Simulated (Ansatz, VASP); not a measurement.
# SnSO in two plane-wave programs

One calculation is typed for both programs; each brings its own data sets and cutoff. How far apart do they land? The cell is invented: As first built, before any earlier steps moved the atoms (in the runner's words): it takes the SnSeS structure with some of its atoms replaced by other elements, volume scaled by an estimate. It may not be a known or stable phase. The cell is taken from a series of VASP runs on this material, whose earlier steps may have relaxed, scaled or displaced it; both programs get it as it stands.

Calculated with Ansatz 0.2.0; plane waves, with VASP 6.6.1 beside it; band structure at LDA, band structure at PBEsol and band structure at BLYP.

## 1. The starting structure

It takes space group P3m1 (No. 156, trigonal). The conventional cell has a = 3.467 Å, b = 3.467 Å, c = 5.958 Å, α = 90.00°, β = 90.00°, γ = 120.00°. Sn has 3 O at 2.21 Å and 3 S at 2.52 Å nearest. Nearest to S lie 3 Sn at 2.52 Å. Nearest to O lie 3 Sn at 2.21 Å. As first built, before any earlier steps moved the atoms (in the runner's words): sites of the SnSeS structure (space group 156) filled with other elements, volume scaled by an estimate. Farther neighbours and most contacts between anions are not listed.

## 2. VASP: band structure, LDA

The same path points are solved in both programs, so levels can be compared one by one.

Lines of VASP's logs that name or quote its potential files are left out, and so is its time.

File INCAR:

```
SYSTEM = SnSO
PREC = Accurate
ENCUT = 520
EDIFF = 1E-06
NELM = 100
ISMEAR = 0
SIGMA = 0.02
LREAL = .FALSE.
ALGO = Normal
GGA = CA
LORBIT = 11
LWAVE = .FALSE.
LCHARG = .FALSE.
KPAR = 4
```

File POSCAR:

```
SnSO
1.0
    3.4671176086      0.0000000000      0.0000000000
   -1.7335588043      3.0026124474      0.0000000000
    0.0000000000      0.0000000000      5.9579538463
Sn S O
1 1 1
Direct
    0.3333333300      0.6666666700      0.9673317131
    0.6666666700      0.3333333300      0.2244465511
    0.0000000000      0.0000000000      0.8082227358
```

File KPOINTS:

```
Automatic mesh
0
Gamma
5 5 3
0 0 0
```

File KPOINTS_OPT:

```
Line mode
16
Line-mode
Reciprocal
  0.00000000   0.00000000   0.00000000 GAMMA
  0.50000000   0.00000000   0.00000000 M

  0.50000000   0.00000000   0.00000000 M
  0.33333333   0.33333333   0.00000000 K

  0.33333333   0.33333333   0.00000000 K
  0.00000000   0.00000000   0.00000000 GAMMA

  0.00000000   0.00000000   0.00000000 GAMMA
  0.00000000   0.00000000   0.50000000 A

  0.00000000   0.00000000   0.50000000 A
  0.50000000   0.00000000   0.50000000 L

  0.50000000   0.00000000   0.50000000 L
  0.33333333   0.33333333   0.50000000 H

  0.33333333   0.33333333   0.50000000 H
  0.00000000   0.00000000   0.50000000 A

  0.50000000   0.00000000   0.50000000 L
  0.50000000   0.00000000   0.00000000 M

  0.33333333   0.33333333   0.00000000 K
  0.33333333   0.33333333   0.50000000 H
```

PAW data sets: Sn_d, S and O (PBE family, release 64).

Command:

```bash
mpirun -np 4 vasp_std
```

Numbers of over 12 decimals in the logs are rounded to 6 here.

The program printed:

```text
[banner, memory and clock lines left out]
running    4 mpi-ranks, on    1 nodes
 distrk:  each k-point on    1 cores,    4 groups
 distr:  one band on    1 cores,    1 groups

 POSCAR found type information on POSCAR SnS O
 POSCAR found :  3 types and       3 ions
|                                                                             |
|               ----> ADVICE to this user running VASP <----                  |
|                                                                             |
|     You enforced a specific xc type in the INCAR file but a different       |
|     [... a line on the potential file left out ...]
|     I HOPE YOU KNOW WHAT YOU ARE DOING!                                     |
|                                                                             |

 LDA part: xc-table for (Slater(with rela. corr.)+CA(PZ))
 , standard interpolation
 POSCAR, INCAR and KPOINTS ok, starting setup
 FFT: planning ... GRIDC
 FFT: planning ... GRID_SOFT
 FFT: planning ... GRID
 WAVECAR not read
 entering main loop
       N       E                     dE             d eps       ncg     rms          rms(c)
DAV:   1     0.223798404692E+03    0.22380E+03   -0.13722E+04   416   0.194E+03
DAV:   2     0.674314259739E+01   -0.21706E+03   -0.21174E+03   456   0.455E+02
DAV:   3    -0.182197804226E+02   -0.24963E+02   -0.24409E+02   507   0.142E+02
DAV:   4    -0.189983179300E+02   -0.77854E+00   -0.77790E+00   532   0.269E+01
DAV:   5    -0.190143763099E+02   -0.16058E-01   -0.16057E-01   608   0.383E+00    0.955E+00
DAV:   6    -0.174483450621E+02    0.15660E+01   -0.10654E+01   619   0.490E+01    0.530E+00
DAV:   7    -0.172576986040E+02    0.19065E+00   -0.18363E+00   495   0.938E+00    0.344E+00
DAV:   8    -0.172318028831E+02    0.25896E-01   -0.27314E-01   515   0.434E+00    0.111E+00
DAV:   9    -0.172265822081E+02    0.52207E-02   -0.45356E-02   645   0.165E+00    0.429E-01
DAV:  10    -0.172262811936E+02    0.30101E-03   -0.72340E-03   534   0.713E-01    0.112E-01
DAV:  11    -0.172263033148E+02   -0.22121E-04   -0.31039E-04   534   0.132E-01    0.550E-02
DAV:  12    -0.172263194954E+02   -0.16181E-04   -0.33442E-05   511   0.550E-02    0.190E-02
DAV:  13    -0.172263187532E+02    0.74220E-06   -0.31905E-06   549   0.158E-02
   1 F= -.17226319E+02 E0= -.17226319E+02  d E =-.268133E-12
 Start KPOINTS_OPT (optional k-point list driver)
k-point batch [1-12\144]
       N       E                     dE             ncg
DAV:   1     0.269248236926E+03   -0.33923E+04      408
DAV:   2    -0.226083822574E+04   -0.25301E+04      472
DAV:   3    -0.254303232533E+04   -0.28219E+03      534
DAV:   4    -0.255162055386E+04   -0.85882E+01      510
DAV:   5    -0.255180580891E+04   -0.18526E+00      590
DAV:   6    -0.255181198806E+04   -0.61792E-02      548
DAV:   7    -0.255181245950E+04   -0.47143E-03      637
DAV:   8    -0.255181246141E+04   -0.19104E-05      485
DAV:   9    -0.255181246147E+04   -0.64474E-07      461
[...]
k-point batch [133-144\144]
       N       E                     dE             ncg
DAV:   1     0.766740590336E+02   -0.12191E+05      408
DAV:   2    -0.240430538035E+04   -0.24810E+04      457
DAV:   3    -0.266587979501E+04   -0.26157E+03      551
DAV:   4    -0.267256583190E+04   -0.66860E+01      494
DAV:   5    -0.267273229134E+04   -0.16646E+00      594
DAV:   6    -0.267273718332E+04   -0.48920E-02      597
DAV:   7    -0.267273726003E+04   -0.76709E-04      607
DAV:   8    -0.267273726069E+04   -0.66280E-06      443
```

OUTCAR, selected parts (step 2):

```text
ion  position               nearest neighbor table
   1  0.333  0.667  0.967-   3 2.21   3 2.21   3 2.21   2 2.52   2 2.52   2 2.52
   2  0.667  0.333  0.224-   1 2.52   1 2.52   1 2.52
   3  0.000  0.000  0.808-   1 2.21   1 2.21   1 2.21

  LATTYP: Found a hexagonal cell.
 ALAT       =     3.4671176086
 C/A-ratio  =     1.7184170019

 Subroutine GETGRP returns: Found  6 space group operations
 (whereof  6 operations were pure point group operations)

The static configuration has the point symmetry C_3v.

 Found     12 irreducible k-points:

   k-points           NKPTS =     12   k-points in BZ     NKDIM =     12   number of bands    NBANDS=     17

   dimension x,y,z NGX =    28 NGY =   28 NGZ =   48
   dimension x,y,z NGXF=    56 NGYF=   56 NGZF=   96

   ENCUT  =  520.0 eV  38.22 Ry    6.18 a.u.   6.45  6.45 11.08*2*pi/ulx,y,z

   NELECT =      26.0000    total number of electrons

 k-points in reciprocal lattice and weights: Automatic mesh
   0.00000000  0.00000000  0.00000000       0.013
   0.20000000 -0.00000000  0.00000000       0.080
   0.40000000 -0.00000000  0.00000000       0.080
   0.20000000  0.20000000  0.00000000       0.080
   0.40000000  0.20000000  0.00000000       0.080
   0.00000000  0.00000000  0.33333333       0.027
   0.20000000 -0.00000000  0.33333333       0.080
   0.00000000  0.20000000  0.33333333       0.080
   0.40000000 -0.00000000  0.33333333       0.080
   0.00000000  0.40000000  0.33333333       0.080
   0.20000000  0.20000000  0.33333333       0.160
   0.40000000  0.20000000  0.33333333       0.160

 average (electrostatic) potential at core
       1-102.8617       2 -86.8474       3 -71.0566

 E-fermi :   3.5167

 k-point     1 :       0.0000    0.0000    0.0000
  band No.  band energies     occupation
    ...
      9       0.7336      2.00000
     10       0.7336      2.00000
     11       2.0861      2.00000
     12       3.4172      2.00000
     13       3.4172      2.00000
     14       3.7788      0.00000
     15       7.8835      0.00000
     16      10.0617      0.00000
     17      10.0617      0.00000

 k-point     2 :       0.2000   -0.0000    0.0000
  band No.  band energies     occupation
    ...
      9      -0.2859      2.00000
     10       0.3432      2.00000
     11       1.5599      2.00000
     12       2.2994      2.00000
     13       3.1303      2.00000
     14       5.0551      0.00000
     15       7.9096      0.00000
     16      10.1886      0.00000
     17      10.8211      0.00000

 k-point     3 :       0.4000   -0.0000    0.0000
  band No.  band energies     occupation
    ...
      9      -1.3430      2.00000
     10      -0.2444      2.00000
     11       0.7455      2.00000
     12       2.2691      2.00000
     13       2.8004      2.00000
     14       5.3328      0.00000
     15       7.8893      0.00000
     16       9.7094      0.00000
     17      10.6813      0.00000

  Total       -2.1198426     -2.1198433     -1.5687693      0.0000000     -0.0000000      0.0000000
  in kB      -54.7582058    -54.7582248    -40.5232872      0.0000000     -0.0000000      0.0000000
  external PRESSURE =     -50.0132393 kB  Pullay stress =       0.0000000 kB

  energy-cutoff  :      520.00
  volume of cell :       62.02
      direct lattice vectors                 reciprocal lattice vectors
     3.467117609  0.000000000  0.000000000     0.288424020  0.166521657  0.000000000
    -1.733558804  3.002612447  0.000000000     0.000000000  0.333043314  0.000000000
     0.000000000  0.000000000  5.957953846     0.000000000  0.000000000  0.167842858

 POSITION                                       TOTAL-FORCE (eV/Angst)
 -----------------------------------------------------------------------------------
     -0.00000      2.00174      5.76332        -0.000000      0.000000     -0.014947
      1.73356      1.00087      1.33724         0.000000      0.000000     -0.434950
      0.00000      0.00000      4.81535         0.000000     -0.000000      0.449896
 -----------------------------------------------------------------------------------
    total drift:                               -0.000004      0.000014      0.000090

  FREE ENERGIE OF THE ION-ELECTRON SYSTEM (eV)
  ---------------------------------------------------
  free  energy   TOTEN  =       -17.2263187532 eV

  energy  without entropy=      -17.2263187532  energy(sigma->0) =      -17.22631875

 total charge
# of ion       s       p       d       tot
------------------------------------------
    1        0.985   0.999  10.199  12.183
    2        1.356   2.335   0.000   3.691
    3        1.565   3.325   0.000   4.890
--------------------------------------------------
tot          3.906   6.659  10.199  20.765

[... 3 further parts left out ...]
```

At this level the cell is under a tension of 5.0 GPa, so at these settings it is away from equilibrium.

## 3. Ansatz: band structure, LDA

Ansatz runs on its default PAW (the set named soft_2) files.

The same cell, functional (in two slightly different forms), mesh and smearing now go to Ansatz, which takes its cutoff from its data sets.

File input.yaml:

```yaml
crystal:
  lattice:
    - [3.4671176086, 0.0, 0.0]
    - [-1.7335588043, 3.0026124474, 0.0]
    - [0.0, 0.0, 5.9579538463]
  atoms:
    - { symbol: Sn, position: [0.33333333, 0.66666667, 0.9673317131] }
    - { symbol: S, position: [0.66666667, 0.33333333, 0.2244465511] }
    - { symbol: O, position: [0.0, 0.0, 0.8082227358] }
hamiltonian:
  xc: lda
  pseudopotentials: { kind: paw }
kpoints:
  mp_grid: { grid: [5, 5, 3] }
  band_path:
    path:
      - [0.0, 0.0, 0.0]
      - [0.13333, 0.0, 0.0]
      - [0.3, 0.0, 0.0]
      - [0.46667, 0.0, 0.0]
      - [0.46667, 0.06667, 0.0]
      - [0.41111, 0.17778, 0.0]
      - [0.35556, 0.28889, 0.0]
      - [0.28889, 0.28889, 0.0]
      - [0.17778, 0.17778, 0.0]
      - [0.06667, 0.06667, 0.0]
      - [0.0, 0.0, 0.03333]
      - [0.0, 0.0, 0.2]
      - [0.0, 0.0, 0.36667]
      - [0.0, 0.0, 0.5]
      - [0.16667, 0.0, 0.5]
      - [0.3, 0.0, 0.5]
      - [0.46667, 0.0, 0.5]
      - [0.46667, 0.06667, 0.5]
      - [0.41111, 0.17778, 0.5]
      - [0.35556, 0.28889, 0.5]
      - [0.28889, 0.28889, 0.5]
      - [0.17778, 0.17778, 0.5]
      - [0.06667, 0.06667, 0.5]
      - [0.5, 0.0, 0.46667]
      - [0.5, 0.0, 0.3]
      - [0.5, 0.0, 0.13333]
      - [0.33333, 0.33333, 0.0]
      - [0.33333, 0.33333, 0.16667]
      - [0.33333, 0.33333, 0.33333]
      - [0.33333, 0.33333, 0.5]
    npoints: 1
scf:
  occupations: { method: gaussian, width: 0.02 }
  n_extra_bands: 7
output:
  forces: true
  stress: true
  eigenvalues: true
```

Command:

```bash
ansatz run input.yaml --threads 2 --pin off --max-ram 4608MiB --backend cpu --events-out ev --progress --plain --runs-dir out
```

The program printed:

```text
scf.n_extra_bands = 7 over 13 filled bands (N_el = 26.0): the run solves 20 bands
Engine: ansatz 0.2.0, aarch64-unknown-linux-gnu
Pseudopotentials: kind: paw
Pseudopotential: Sn, paw, valence charge 14, recommended cutoff 420 eV (normal), Sn.paw.azcp
Pseudopotential: S, paw, valence charge 6, recommended cutoff 420 eV (normal), S.paw.azcp
Pseudopotential: O, paw, valence charge 6, recommended cutoff 420 eV (normal), O.paw.azcp
Functional definition: SPW92
  exchange = slater_x
  correlation = pw_c
Crystal: 3 atoms, lattice volume = 62.025 Å³
Basis set: ecut = 420 eV, 1201 PW (Γ)
Bands: 20, of which v1, the nominal top of the filled ones, is band 13 counted from 1 (12 counted from 0)
Symmetry: 6 space group operations
Space group: P3m1 (ITA 156), of the structure as read, at distance tolerance 4.0e-5 Å
k-points: 12 of 75 (time reversal used)
Non-local potential: Sn, projectors of the file, l = 0: 2, l = 1: 2, l = 2: 2, l = 3: 2
Non-local potential: S, projectors of the file, l = 0: 2, l = 1: 2, l = 2: 2
Non-local potential: O, projectors of the file, l = 0: 2, l = 1: 2, l = 2: 1
PAW form: soft (Blöchl's): semilocal exchange-correlation on the pseudo side does not see the compensation charge
PAW frozen core: Sn, regenerated for the run's functional, and the local potential with it (the file was generated under x = pbe(κ = 0.804, μ = 0.219515), c = pbe(β = 0.066725))
PAW frozen core: S, regenerated for the run's functional, and the local potential with it (the file was generated under x = pbe(κ = 0.804, μ = 0.219515), c = pbe(β = 0.066725))
PAW frozen core: O, regenerated for the run's functional, and the local potential with it (the file was generated under x = pbe(κ = 0.804, μ = 0.219515), c = pbe(β = 0.066725))
PAW one-centre angular grid: Sn, 590 points (default); XC on 64 Gauss nodes
PAW one-centre angular grid: S, 110 points (default); XC on 64 Gauss nodes
PAW one-centre angular grid: O, 110 points (default); XC on 64 Gauss nodes
Initial density: superposition of atomic densities (neutral atoms: chi_scale 0, normalization atom), corrected by the library's trained network
Initial wavefunctions: pseudopotential atomic-orbital guess
Functional: x = slater, c = lda
SCF iter   1: F=—  HF=-7304.043250 eV  |F-HF|=—  |Δ(HF+E_count)|=         —  Δρ=1.26e-2  dr2=9.06e-2  ethr=1.77e-3  ⟨swp⟩=6.2  Hψ=1393  notcnv=0  defer=1
preconditioner: auto → Resta (q_TF=auto, 2.360 Å⁻¹)  ε∞=2.6  [insulator: Δε(μ)=0.378 eV  Ē_g=18.823 eV  σ=0.020 eV  W_gap=1.00  n_scr=22 (ndim 8)  ℏωp=24.0 eV  f_vac=0.177  D(μ)=0.00/eV (n_scr^D=0)  ε∞_Penn≈2.6]
SCF iter   2: F=—  HF=-7304.025468 eV  |F-HF|=—  |Δ(HF+E_count)|=   1.78e-2  Δρ=7.41e-3  dr2=2.96e-2  ethr=3.49e-4  ⟨swp⟩=2.1  Hψ=460  notcnv=0  defer=21
SCF iter   3: F=—  HF=-7304.019771 eV  |F-HF|=—  |Δ(HF+E_count)|=   5.70e-3  Δρ=2.53e-3  dr2=2.89e-3  ethr=1.14e-4  ⟨swp⟩=2.0  Hψ=332  notcnv=0  defer=21
SCF iter   4: F=—  HF=-7304.018972 eV  |F-HF|=—  |Δ(HF+E_count)|=   7.99e-4  Δρ=6.97e-4  dr2=2.67e-4  ethr=1.11e-5  ⟨swp⟩=2.7  Hψ=379  notcnv=0  defer=21
SCF iter   5: F=—  HF=-7304.018911 eV  |F-HF|=—  |Δ(HF+E_count)|=   6.16e-5  Δρ=1.60e-4  dr2=1.60e-5  ethr=1.03e-6  ⟨swp⟩=1.2  Hψ=231  notcnv=0  defer=21
SCF iter   6: F=—  HF=-7304.018910 eV  |F-HF|=—  |Δ(HF+E_count)|=   9.00e-7  Δρ=3.85e-5  dr2=1.28e-6  ethr=6.13e-8  ⟨swp⟩=2.3  Hψ=290  notcnv=0  defer=21
SCF iter   7: F=—  HF=-7304.018910 eV  |F-HF|=—  |Δ(HF+E_count)|=   4.45e-7  Δρ=1.25e-5  dr2=1.08e-7  ethr=4.93e-9  ⟨swp⟩=2.6  Hψ=351  notcnv=0  defer=21
SCF iter   8: F=-7304.018910 eV  HF=-7304.018910 eV  |F-HF|=1.29e-9  |Δ(HF+E_count)|=   1.49e-8  Δρ=2.28e-6  dr2=2.40e-9  ethr=3.85e-10  ⟨swp⟩=8.6  Hψ=985  notcnv=0
SCF 1 converged in 8 iterations: F = -7304.018910 eV  dr2 = 2.40e-9
  greatest PAW one-centre occupation: 0.995 electrons in one spin orbital (limit 2), on the Sn atom at site 0 (counted from 0), in its partial waves of l = 2
NSCF: frozen V_eff on 30 k-points
SCF converged after 8 iterations
Free energy (F): -7304.018910 eV
Harris-Foulkes:  -7304.018910 eV  (|F-HF|=1.29e-9)
Internal energy: -7304.018910 eV  (E = F + TS)
E sigma→0 (E₀):  -7304.018910 eV
Fermi energy:    5.556552 eV
--- Per-component energies (eV) ---
  E_band       = -167.669007
  E_kinetic    = 467.482416
  E_local      = -2218.113391  (includes V_loc(G=0)·N_el)
  E_nonlocal   = 53.658377
  E_hartree    = 1106.713446
  E_xc         = -544.561007
  E_vxc        = -276.101301  (∫ρ·V_xc dr)
  E_paw        = -4717.471281  (= ΣΔE_a)
  E_vpaw       = -408.024119  (= ΣTr[D̂ρ^β])
  E_aug_tail   = 0.002402  (compensation charges beyond the density's cutoff)
  E_ewald      = -1452.404889
  E_core_change = 0.675017  (= ΣΔE_core)
  E_smearing   = -0.000000  (= −TS)
  E_closure    = 0.000000  (closes the sum)
  Σ components = -7304.018910   (vs F -7304.018910, Δ=0.00e0)
--- Forces (eV/Å), atoms counted from 1 ---
  atom   1  Sn     0.00000000    -0.00000000    -0.04911841
  atom   2  S      0.00000000     0.00000000    -0.45639709
  atom   3  O      0.00000000    -0.00000000     0.50552965
  max |Σ_I F_I| component: 1.42e-5 eV/Å
--- Stress (GPa, compression-positive) ---
       -5.850157       0.000000      -0.000000
        0.000000      -5.850157       0.000000
        0.000000       0.000000      -4.142243
  P = ⅓ Tr σ = -5.2809 GPa (-52.809 kbar)
--- Band table (eV; the first three rows and the last of 12) ---
  k-point 0: bands = [... 9 lower, 2.7091, 4.0584, 5.3694, 5.3694, 5.7355, 9.8030, 11.9922, 11.9922, ... 3 higher]
  k-point 1: bands = [... 9 lower, 2.7084, 3.5616, 5.3761, 5.3761, 6.3635, 9.7423, 11.9546, 11.9546, ... 3 higher]
  k-point 2: bands = [... 9 lower, 2.3180, 3.5149, 4.2649, 5.0845, 7.0152, 9.8415, 12.1264, 12.7522, ... 3 higher]
  k-point 11: bands = [... 9 lower, 1.1011, 2.3933, 4.0328, 4.3905, 7.8098, 11.2623, 11.9677, 12.4272, ... 3 higher]
```

The job ended after 1.5 s (2 threads of Arm Neoverse V2, shared host; peak memory 0.3 GiB).

## 4. Comparison

Known differences besides the potentials themselves: the two LDA forms differ slightly; the cutoff is 420 eV in Ansatz and 520 eV in VASP; Ansatz makes its cores anew for this functional, VASP keeps those of its PBE data sets; VASP's log shows a relativistic correction to its local exchange, Ansatz's none. Total energies have different zeros and are not compared.

The two programs side by side:

```
                                        quantity  Ansatz   VASP  difference
                                  pressure (GPa)   -5.28  -5.00       -0.28
pressure without Ansatz's Pulay correction (GPa)   -5.64  -5.00       -0.64
                   gap over the path points (eV)   0.357  0.352      +0.005
```

Forces (eV/Å; atoms numbered as in POSCAR):

```
atom        Ansatz x, y, z          VASP x, y, z
 Sn1  0.000, 0.000, -0.049  0.000, 0.000, -0.015
  S2  0.000, 0.000, -0.456  0.000, 0.000, -0.435
  O3   0.000, 0.000, 0.506   0.000, 0.000, 0.450
```

Levels at points of the path, from each program's valence-band top (eV; 4 filled, then empty):

```
k (reciprocal lattice)                             Ansatz                               VASP
     0.000 0.000 0.000  -2.67 -1.32 -0.01 -0.01 0.36 4.42  -2.69 -1.34 -0.01 -0.01 0.35 4.46
     0.133 0.000 0.000  -2.86 -1.18 -1.08 -0.16 1.08 4.83  -2.88 -1.19 -1.09 -0.16 1.07 4.86
     0.300 0.000 0.000  -3.39 -2.59 -1.10 -0.49 2.11 4.11  -3.42 -2.60 -1.11 -0.49 2.11 4.12
     0.467 0.000 0.000  -3.73 -2.61 -1.18 -0.66 1.75 4.66  -3.75 -2.62 -1.19 -0.67 1.76 4.66
     0.467 0.067 0.000  -3.84 -2.61 -1.17 -0.86 1.87 4.91  -3.86 -2.62 -1.18 -0.86 1.88 4.92
     0.411 0.178 0.000  -4.17 -2.85 -1.45 -1.12 2.40 5.80  -4.19 -2.86 -1.46 -1.14 2.41 5.80
     0.356 0.289 0.000  -4.08 -3.50 -1.60 -1.13 2.72 6.18  -4.09 -3.51 -1.61 -1.14 2.73 6.18
     0.289 0.289 0.000  -4.10 -3.28 -1.64 -1.09 2.69 5.93  -4.11 -3.29 -1.65 -1.10 2.71 5.92
     0.178 0.178 0.000  -3.76 -2.22 -1.38 -0.86 2.38 4.68  -3.78 -2.23 -1.39 -0.87 2.38 4.68
     0.067 0.067 0.000  -2.84 -1.19 -0.84 -0.17 0.94 4.89  -2.86 -1.21 -0.84 -0.17 0.93 4.92
```

The forces differ by 23 meV/Å r.m.s., which is 11.0 % of the r.m.s. force of 0.21 eV/Å (both taken over all components). Among the levels compared at these points, filled levels agree within 23 meV and empty ones within 33 meV. Ansatz's pressure holds a Pulay correction of 0.36 GPa; VASP's holds none.

(Part 1 of 3 ends here.)

[Lines on the potential files, build, host, timing and source positions are cut from VASP's logs without a mark.]

[Logs are printed without paths, hosts, clocks, repeated set-up lines and the standing remarks that a program may print on its own settings, such as how far it seeks lower states.]

[Hosts, paths, dates, database ids (printed as entryN), source tags and the programs' standing remarks are cut or masked in the printed files.]
